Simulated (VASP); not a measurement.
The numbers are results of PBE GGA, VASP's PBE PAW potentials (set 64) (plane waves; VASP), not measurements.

VASP ran on this input.

INCAR:
```
ISIF = 2
ALGO = Fast   ! Davidson, then RMM-DIIS
PREC = Normal
NELMIN = 4
NSW = 20   ! most ionic steps
LREAL = .False.
LWAVE = .False.
SIGMA = 0.05
LCHARG = .False.
GGA = PE
IBRION = 2
ISMEAR = 0   ! Gaussian
LASPH = .True.
EDIFF = 1E-5   ! SCF stop (eV)
ENCUT = 400
NELM = 100   ! most electronic steps
EDIFFG = -0.03
SYSTEM = SnO2
LMAXMIX = 4   ! l cut-off of mixed one-centre charges
```

File POSCAR:
```
SnO2
1.0
  4.8246737773   0.0000000000   0.0000000000
  0.0000000000   4.8246737773   0.0000000000
  0.0000000000   0.0000000000   3.2386388760
Sn O
2 4
Cart
  0.0000000000   0.0000000000   0.0000000000
  2.4123368887   2.4123368887   1.6193194380
  1.4811748496   1.4811748496   0.0000000000
  3.8935117383   0.9311620390   1.6193194380
  0.9311620390   3.8935117383   1.6193194380
  3.3434989277   3.3434989277   0.0000000000
```

KPOINTS:
```
kpoints
0
gamma
  8 8 8
```

POTCAR, in this order: Sn O (PBE.64 set). Program: vasp_std.

What VASP printed:

OSZICAR:
```
       N       E                     dE             d eps       ncg     rms          rms(c)
DAV:   1     0.155981981779E+03    0.15598E+03   -0.14320E+04  3008   0.117E+03
DAV:   2    -0.346912284455E+02   -0.19067E+03   -0.18339E+03  4140   0.277E+02
DAV:   3    -0.439262047346E+02   -0.92350E+01   -0.91732E+01  3588   0.672E+01
DAV:   4    -0.440258456468E+02   -0.99641E-01   -0.99407E-01  3524   0.738E+00
DAV:   5    -0.440277755351E+02   -0.19299E-02   -0.19292E-02  3516   0.952E-01    0.159E+01
RMM:   6    -0.376636998569E+02    0.63641E+01   -0.24946E+01  3000   0.299E+01    0.615E+00
RMM:   7    -0.377139657030E+02   -0.50266E-01   -0.25387E+00  3004   0.798E+00    0.333E+00
RMM:   8    -0.376285991030E+02    0.85367E-01   -0.34234E-01  3000   0.428E+00    0.482E-01
RMM:   9    -0.376361023036E+02   -0.75032E-02   -0.11511E-01  3254   0.171E+00    0.314E-01
RMM:  10    -0.376382862266E+02   -0.21839E-02   -0.19610E-02  3235   0.765E-01    0.188E-01
RMM:  11    -0.376376667180E+02    0.61951E-03   -0.41343E-03  3003   0.425E-01    0.189E-02
RMM:  12    -0.376377105913E+02   -0.43873E-04   -0.49864E-04  3146   0.140E-01    0.200E-02
RMM:  13    -0.376377141721E+02   -0.35808E-05   -0.10789E-04  2736   0.546E-02    0.793E-03
RMM:  14    -0.376377149853E+02   -0.81326E-06   -0.11273E-05  1816   0.195E-02
   1 F= -.37637715E+02 E0= -.37637715E+02  d E =-.376377E+02
       N       E                     dE             d eps       ncg     rms          rms(c)
DAV:   1    -0.376376972601E+02    0.16912E-04   -0.33711E-01  3464   0.483E+00    0.101E-01
RMM:   2    -0.376383201467E+02   -0.62289E-03   -0.69883E-03  3000   0.626E-01    0.394E-02
RMM:   3    -0.376383332222E+02   -0.13075E-04   -0.59712E-04  3105   0.190E-01    0.236E-02
RMM:   4    -0.376383236672E+02    0.95550E-05   -0.12398E-04  2973   0.832E-02    0.410E-03
RMM:   5    -0.376383258834E+02   -0.22162E-05   -0.22496E-05  1955   0.295E-02
   2 F= -.37638326E+02 E0= -.37638326E+02  d E =-.610898E-03
```

**OUTCAR**
```
------------------------ aborting loop because EDIFF is reached ----------------------------------------
  FORCE on cell =-STRESS in cart. coord.  units (eV):
  Direction    XX          YY          ZZ          XY          YZ          ZX
  --------------------------------------------------------------------------------------
  Total       -2.2903229     -2.2903229     -2.1881965     -0.0000000      0.0000000      0.0000000
  in kB      -48.6753259    -48.6753259    -46.5048745     -0.0000000      0.0000000      0.0000000
  external PRESSURE =     -47.9518421 kB  Pullay stress =       0.0000000 kB
  volume of cell :       75.39
      direct lattice vectors                 reciprocal lattice vectors
     4.824673777  0.000000000  0.000000000     0.207267900  0.000000000  0.000000000
     0.000000000  4.824673777  0.000000000     0.000000000  0.207267900  0.000000000
     0.000000000  0.000000000  3.238638876     0.000000000  0.000000000  0.308771690
 POSITION                                       TOTAL-FORCE (eV/Angst)
 -----------------------------------------------------------------------------------
      4.82467      0.00000      0.00000        -0.000000      0.000000      0.000000
      2.41234      2.41234      1.61932        -0.000000      0.000000      0.000000
      1.47842      1.47842      3.23864         0.001649      0.001649      0.000000
      3.89076      0.93392      1.61932         0.001649     -0.001649     -0.000000
      0.93392      3.89076      1.61932        -0.001649      0.001649      0.000000
      3.34625      3.34625      0.00000        -0.001649     -0.001649     -0.000000
 -----------------------------------------------------------------------------------
    total drift:                                0.000000     -0.000000     -0.000000
  FREE ENERGIE OF THE ION-ELECTRON SYSTEM (eV)
  ---------------------------------------------------
  free  energy   TOTEN  =       -37.6383258834 eV

  energy  without entropy=      -37.6383258834  energy(sigma->0) =      -37.63832588

 reached required accuracy - stopping structural energy minimisation
```
(Selected blocks of OUTCAR.)

**CONTCAR**
```
SnO2
   1.00000000000000
     4.8246737773000001    0.0000000000000000    0.0000000000000000
     0.0000000000000000    4.8246737773000001    0.0000000000000000
     0.0000000000000000    0.0000000000000000    3.2386388760000000
  Sn              O
     2     4
Direct
     1.0000000000000000    0.0000000000000000    0.0000000000000000
     0.5000000000000000    0.5000000000000000    0.5000000000000000
     0.3064289950828971    0.3064289950828971    1.0000000000000000
     0.8064289950828971    0.1935710049171029    0.5000000000000000
     0.1935710049171029    0.8064289950828971    0.5000000000000000
     0.6935710049171029    0.6935710049171029    0.0000000000000000
```

At this cut-off the stress carries a Pulay error, which pulls relaxed volumes low.

The compound is SnO2 in the rutile structure. This run relaxes the ions in a fixed cell. Symmetry was kept, so distortions that lower it aren't found.
